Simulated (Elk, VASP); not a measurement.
The input files of a VASP run:

**KPOINTS**
```
Regular mesh
0
G
7 7 7
0 0 0
```

### POSCAR
```
PtAl2
1
    0.0000000000     2.9762760000     2.9762760000
    2.9762760000     0.0000000000     2.9762760000
    2.9762760000     2.9762760000     0.0000000000
Al Pt
2 1
Direct
  0.2456550000   0.2609310000   0.2508800000
  0.7495460000   0.7655440000   0.7438200000
  0.0047990000  -0.0264760000   0.0053000000
```

### INCAR
```
! general
SYSTEM  = PtAl2
PREC    = Accurate
ENCUT   = 300
LREAL   = .FALSE.
LASPH   = .TRUE.

! electronic loop
EDIFF   = 1E-6
NELM    = 100
ALGO    = Normal
LMAXMIX = 6

! smearing
ISMEAR  = -1
SIGMA   = 0.1

! functional
GGA     = PE

! ions
ISIF    = 2

! output
LWAVE   = .FALSE.
LCHARG  = .FALSE.
```

POTCAR, in this order: Al Pt (PBE.64 set). Program: vasp_std.

Q: Translate it to Elk.

A: One input that does it (PBE, all-electron FP-LAPW, Elk's shipped species files, default APW+lo basis):
```
tasks
  0

xctype
  20

rmtscf
  0.91

swidth
  0.00367493

maxscl
  100

avec
    0.0000000000    5.6243465113    5.6243465113
    5.6243465113    0.0000000000    5.6243465113
    5.6243465113    5.6243465113    0.0000000000

sppath
  './'

atoms
  2
  'Al.in'
  2
  0.2456550000  0.2609310000  0.2508800000    0.0 0.0 0.0
  0.7495460000  0.7655440000  0.7438200000    0.0 0.0 0.0
  'Pt.in'
  1
  0.0047990000  -0.0264760000  0.0053000000    0.0 0.0 0.0

ngridk
  7 7 7
```
Both inputs were run and reached self-consistency, which says nothing on mesh or cut-off. Potentials, basis and cut-offs are each code's own, so they don't translate, and total energies aren't comparable.

VASP also gives the stress here, which the Elk input doesn't ask for.

The structure is a typed PtAl2 crystal (Fm-3m). The cell was not relaxed at this level, atoms are displaced from their ideal sites, and it may have been scaled.
